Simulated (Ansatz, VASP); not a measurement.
# PtS2: VASP beside Ansatz, part 2 of 2

One calculation is typed for both programs; each brings its own data sets and cutoff. How far apart do they land?

VASP 6.6.1 and Ansatz 0.2.0.

So far: Set-up; VASP: G0W0 gap, PBE.

In doubt: GW ran without a cut-off Coulomb interaction for the vacuum, so the values of those runs are not to be relied on.

**3. Ansatz: G0W0 gap, PBE**

Level of this step: Ansatz beside VASP: Kohn-Sham DFT, plane waves, PBE, G0W0 (Ansatz).

Ansatz runs on its default PAW (the set named soft_2) files.

The same cell, functional and mesh now go to Ansatz, which takes its cutoff from its data sets.

The input, input.yaml:

```yaml
crystal:
  lattice:
    - [3.6207302, 0.0, 0.0]
    - [-1.8103651, 3.1356443334, 0.0]
    - [0.0, 0.0, 14.0]
  atoms:
    - { symbol: Pt, position: [0.0, 0.0, 0.5] }
    - { symbol: S, position: [0.3333333333, 0.6666666667, 0.5857499267] }
    - { symbol: S, position: [0.6666666667, 0.3333333333, 0.4142500733] }
hamiltonian:
  xc: pbe
  pseudopotentials: { kind: paw }
kpoints:
  mp_grid: { grid: [9, 9, 1] }
scf:
  occupations: { method: fixed }
gw:
  n_empty_bands: 301
  ecut_chi: 90.0
  qp_bands: [v2, c2]
  qp_kpoints: band_edges
  screening: { model: contour_deformation }
```

Started as:

```console
> ansatz run input.yaml --threads 4 --pin off --max-ram 9216MiB --backend cpu --events-out ev --progress --plain --runs-dir out
```

Numbers of over 12 decimals in the logs are rounded to 6 here.

What it wrote:

```text
Engine: ansatz 0.2.0, aarch64-unknown-linux-gnu
Pseudopotentials: kind: paw
Pseudopotential: Pt, paw, valence charge 18, recommended cutoff 420 eV (normal), Pt.paw.azcp
Pseudopotential: S, paw, valence charge 6, recommended cutoff 420 eV (normal), S.paw.azcp
Functional definition: PBE
  parameter kappa = 0.804
  parameter beta = 0.066725
  exchange = pbe_x(kappa = kappa, mu = beta*pi^2/3)
  correlation = pbe_c(beta = beta)
Crystal: 3 atoms, lattice volume = 158.947 Å³
Basis set: ecut = 420 eV, 3059 PW (Γ)
Bands: 19, of which v1, the nominal top of the filled ones, is band 15 counted from 1 (14 counted from 0)
Symmetry: 12 space group operations
Space group: P-3m1 (ITA 164), of the structure as read, at distance tolerance 5.4e-5 Å
k-points: 12 of 81
Non-local potential: Pt, projectors of the file, l = 0: 3, l = 1: 2, l = 2: 2, l = 3: 1
Non-local potential: S, projectors of the file, l = 0: 2, l = 1: 2, l = 2: 2
PAW form: soft (Blöchl's): semilocal exchange-correlation on the pseudo side does not see the compensation charge
PAW one-centre angular grid: Pt, 590 points (default); XC on 64 Gauss nodes
PAW one-centre angular grid: S, 110 points (default); XC on 64 Gauss nodes
Initial density: superposition of atomic densities (neutral atoms: chi_scale 0, normalization atom), corrected by the library's trained network
Initial wavefunctions: pseudopotential atomic-orbital guess
Functional: x = pbe(κ = 0.804, μ = 0.219515), c = pbe(β = 0.066725)
SCF iter   1: F=—  HF=-14328.239638 eV  |F-HF|=—  |Δ(HF+E_count)|=         —  Δρ=1.65e-3  dr2=3.59e-3  ethr=1.77e-3  ⟨swp⟩=5.4  Hψ=1104  notcnv=0  defer=24
preconditioner: auto → Resta (q_TF=auto, 2.066 Å⁻¹)  ε∞=3.3  [insulator: Δε(μ)=1.765 eV  Ē_g=9.197 eV  n_scr=26 (ndim 8)  ℏωp=13.8 eV  f_vac=0.601  ε∞_Penn≈3.3  vacuum switching on, ρ_ref=6.1e-3 e/Å³]
SCF iter   2: F=—  HF=-14328.240379 eV  |F-HF|=—  |Δ(HF+E_count)|=   7.41e-4  Δρ=8.83e-4  dr2=9.60e-4  ethr=1.20e-5  ⟨swp⟩=2.3  Hψ=519  notcnv=0  defer=24
SCF iter   3: F=—  HF=-14328.240614 eV  |F-HF|=—  |Δ(HF+E_count)|=   2.36e-4  Δρ=3.82e-4  dr2=3.39e-4  ethr=3.20e-6  ⟨swp⟩=2.0  Hψ=384  notcnv=0  defer=24
SCF iter   4: F=—  HF=-14328.240560 eV  |F-HF|=—  |Δ(HF+E_count)|=   5.39e-5  Δρ=1.21e-4  dr2=3.80e-5  ethr=1.13e-6  ⟨swp⟩=2.0  Hψ=345  notcnv=0  defer=24
SCF iter   5: F=—  HF=-14328.240557 eV  |F-HF|=—  |Δ(HF+E_count)|=   3.33e-6  Δρ=5.52e-5  dr2=1.20e-5  ethr=1.27e-7  ⟨swp⟩=2.0  Hψ=346  notcnv=0  defer=24
SCF iter   6: F=—  HF=-14328.240555 eV  |F-HF|=—  |Δ(HF+E_count)|=   1.62e-6  Δρ=2.79e-5  dr2=2.80e-6  ethr=3.99e-8  ⟨swp⟩=2.2  Hψ=270  notcnv=0  defer=24
SCF iter   7: F=—  HF=-14328.240555 eV  |F-HF|=—  |Δ(HF+E_count)|=   5.32e-7  Δρ=9.13e-6  dr2=3.24e-7  ethr=9.35e-9  ⟨swp⟩=2.2  Hψ=306  notcnv=0  defer=24
SCF iter   8: F=-14328.240555 eV  HF=-14328.240555 eV  |F-HF|=7.75e-9  |Δ(HF+E_count)|=   7.23e-8  Δρ=1.60e-6  dr2=9.28e-9  ethr=3.33e-10  ⟨swp⟩=8.9  Hψ=1014  notcnv=0
SCF 1 converged in 8 iterations: F = -14328.240555 eV  dr2 = 9.28e-9
  greatest PAW one-centre occupation: 1.000 electrons in one spin orbital (limit 2), on the Pt atom at site 0 (counted from 0), in its partial waves of l = 0
NSCF: frozen V_eff on 12 k-points
G₀W₀ screening: q 1/12
G₀W₀ screening: q 2/12 (q-point 7)
G₀W₀ screening: q 3/12 (q-point 8)
G₀W₀ screening: q 4/12 (q-point 11)
G₀W₀ screening: q 5/12 (q-point 2)
G₀W₀ screening: q 6/12 (q-point 3)
G₀W₀ screening: q 7/12 (q-point 4)
G₀W₀ screening: q 8/12 (q-point 5)
G₀W₀ screening: q 9/12 (q-point 6)
G₀W₀ screening: q 10/12 (q-point 9)
G₀W₀ screening: q 11/12 (q-point 10)
G₀W₀ screening: q 12/12
G₀W₀ self-energy: k 1/10
G₀W₀ self-energy: k 2/10
G₀W₀ self-energy: k 3/10
G₀W₀ self-energy: k 4/10
G₀W₀ self-energy: k 5/10
G₀W₀ self-energy: k 6/10
G₀W₀ self-energy: k 7/10
G₀W₀ self-energy: k 8/10
G₀W₀ self-energy: k 9/10
G₀W₀ self-energy: k 10/10
NSCF: frozen V_eff on 1 k-points
SCF converged after 8 iterations
Free energy (F): -14328.240555 eV
Harris-Foulkes:  -14328.240555 eV  (|F-HF|=7.75e-9)
Internal energy: -14328.240555 eV  (E = F + TS)
E sigma→0 (E₀):  -14328.240555 eV
Fermi energy:    -0.725073 eV
--- Per-component energies (eV) ---
  E_band       = -635.955670
  E_kinetic    = 847.705965
  E_local      = -12454.818082  (includes V_loc(G=0)·N_el)
  E_nonlocal   = 255.072094
  E_hartree    = 5744.865634
  E_xc         = -454.859271
  E_vxc        = -476.173354  (∫ρ·V_xc dr)
  E_paw        = -10653.722057  (= ΣΔE_a)
  E_vpaw       = -297.463873  (= ΣTr[D̂ρ^β])
  E_aug_tail   = 0.000193  (compensation charges beyond the density's cutoff)
  E_ewald      = 2387.514970
  E_smearing   = -0.000000  (= −TS)
  E_closure    = 0.000000  (closes the sum)
  Σ components = -14328.240555   (vs F -14328.240555, Δ=0.00e0)
--- Band table (eV; the first three rows and the last of 12) ---
  k-point 0: bands = [... 11 lower, -1.3878, -1.2784, -1.0395, -1.0395, 2.4647, 2.4647, 4.6220, 5.1664]
  k-point 1: bands = [... 11 lower, -2.0413, -1.0561, -0.9863, -0.7412, 1.8110, 2.2791, 4.9648, 5.5610]
  k-point 2: bands = [... 11 lower, -2.5964, -1.0971, -0.9145, -0.7575, 1.0411, 2.0557, 5.5731, 5.7615]
  k-point 11: bands = [... 11 lower, -3.1359, -2.8074, -1.4351, -1.4351, 1.4390, 1.4390, 6.1754, 8.3246]
--- G₀W₀: contour deformation, 7 samples at zero and on the imaginary axis and 1 off it, 81 q-points, 301 empty bands' worth ---
  eigenvalues of the whole cell's RPA ε∞ on this k-mesh (on a slab, of 1 + 4πα/V) = 1.4231, 6.1594, 6.1594; static W/v taken at q = 0 is 0.779482
  gw.qp_kpoints: band_edges: 10 of 12 stored k-points solved, in 1 pass; an edge of the gap read off the rows below is read off those points alone
    valence top: of the k-points left out ik 8 came nearest to being solved in a further pass, in band 15 (counted from 1, as in the quasiparticle table): it holds the edge there only if its correction is more favourable than any solved in that band by at least 0.958 eV; those differ by 0.046 eV
    conduction bottom: of the k-points left out ik 8 came nearest to being solved in a further pass, in band 16 (counted from 1, as in the quasiparticle table): it holds the edge there only if its correction is more favourable than any solved in that band by at least 0.853 eV; those differ by 0.080 eV
    ik  band        ε_KS         Σx   Σc(E_QP)       V_xc       Z   E_QP_lin       E_QP  E_QP is
     0    14     -1.0395   -18.1929     1.6186   -16.2466  0.7109    -1.3706    -1.3672  root
     0    15     -1.0395   -18.1929     1.6186   -16.2466  0.7109    -1.3706    -1.3672  root
     0    16      2.4647   -17.1001    -3.3422   -21.0460  0.6884     3.0897     3.0683  root
     0    17      2.4647   -17.1001    -3.3422   -21.0460  0.6884     3.0897     3.0683  root
     1    14     -0.9863   -19.3196     1.8205   -17.1714  0.7126    -1.3173    -1.3139  root
     1    15     -0.7412   -22.2889     2.5229   -19.4200  0.7088    -1.0911    -1.0871  root
     1    16      1.8110   -16.5378    -2.9675   -20.0654  0.7131     2.3829     2.3712  root
     1    17      2.2791   -16.7721    -3.3160   -20.6929  0.6948     2.9033     2.8840  root
     2    14     -0.9145   -22.4561     2.6173   -19.4895  0.7052    -1.2680    -1.2638  root
     2    15     -0.7575   -19.4616     2.1314   -16.9566  0.7012    -1.1360    -1.1311  root
     2    16      1.0411   -16.4140    -2.7351   -19.6725  0.7281     1.5720     1.5644  root
     2    17      2.0557   -16.3320    -3.3400   -20.2814  0.6999     2.6823     2.6651  root
     3    14     -1.6444   -22.8646     2.8185   -19.6986  0.7034    -1.9968    -1.9920  root
     3    15     -1.0662   -20.7204     2.4742   -17.8755  0.6966    -1.4422    -1.4369  root
     3    16      1.3623   -16.8317    -2.9095   -20.2810  0.7157     1.9116     1.9020  root
     3    17      2.1077   -16.4147    -3.3924   -20.4173  0.6964     2.7358     2.7179  root
     5    14     -0.7752   -23.7123     2.8556   -20.5038  0.7074    -1.1323    -1.1281  root
     5    15     -0.7743   -18.0339     1.8445   -15.8162  0.7008    -1.1524    -1.1475  root
     5    16      1.3122   -16.4628    -2.8593   -19.8710  0.7231     1.8703     1.8611  root
     5    17      1.8480   -15.9702    -3.1806   -19.7318  0.7093     2.4424     2.4290  root
     6    14     -1.2723   -24.2778     3.1234   -20.8076  0.6984    -1.6238    -1.6191  root
     6    15     -0.7251   -20.1937     2.1575   -17.6789  0.7054    -1.0866    -1.0824  root
     6    16      1.2332   -16.3633    -2.9118   -19.8171  0.7208     1.7842     1.7752  root
     6    17      1.6808   -15.9845    -3.1779   -19.7413  0.7115     2.2721     2.2597  root
[...]
10    14     -1.7928   -23.8246     3.4134   -20.0478  0.6824    -2.1630    -2.1561  root
    10    15     -1.1841   -24.2378     3.1136   -20.7680  0.7013    -1.5451    -1.5403  root
    10    16      1.3661   -16.0247    -3.0452   -19.6254  0.7168     1.9316     1.9214  root
    10    17      1.7375   -16.8455    -3.3870   -20.8314  0.7029     2.3511     2.3364  root
    11    14     -1.4351   -25.4971     3.5245   -21.6151  0.6944    -1.7980    -1.7927  root
    11    15     -1.4351   -25.4971     3.5245   -21.6151  0.6944    -1.7980    -1.7927  root
    11    16      1.4390   -16.2152    -3.2004   -19.9906  0.7127     2.0254     2.0140  root
    11    17      1.4390   -16.2152    -3.2004   -19.9906  0.7127     2.0254     2.0140  root
```

Elapsed: 4.2 min, on 4 threads of Arm Neoverse N1, shared host; peak memory 1.2 GiB.

**4. Comparison**

Known differences besides the potentials themselves: the two programs' PAW sets differ in cores and partial waves; the data sets hold 30 valence electrons in Ansatz (default PAW (the set named soft_2) files) and 22 in VASP; the cutoff is 420 eV in Ansatz and 300 eV in VASP; Ansatz integrates over frequency by contour deformation, VASP on a grid of NOMEGA points. Total energies have different zeros and are not compared.

Compared:

```csv
quantity,Ansatz,VASP,difference
G0W0 gap on the mesh (eV),2.66,2.64,+0.02
PBE gap under it (eV),1.77,1.76,+0.01
```

**5. Outcome**

| Property | Result |
| --- | --- |
| difference in G0W0 gap on the mesh (G0W0 gap, PBE) | 0.019 eV |

**Reading.** The difference in G0W0 gap on the mesh is 0.019 eV (G0W0 gap, PBE), within the 0.15 eV picked in this series as the mark of a large difference. How closely two codes agree says nothing of how well the functional describes the real material.

[Lines on the potential files, build, host, timing and source positions are cut from VASP's logs without a mark.]

[Logs are printed without paths, hosts, clocks, repeated set-up lines and the standing remarks that a program may print on its own settings, such as how far it seeks lower states.]

[Hosts, paths, dates, database ids (printed as entryN), source tags and the programs' standing remarks are cut or masked in the printed files.]
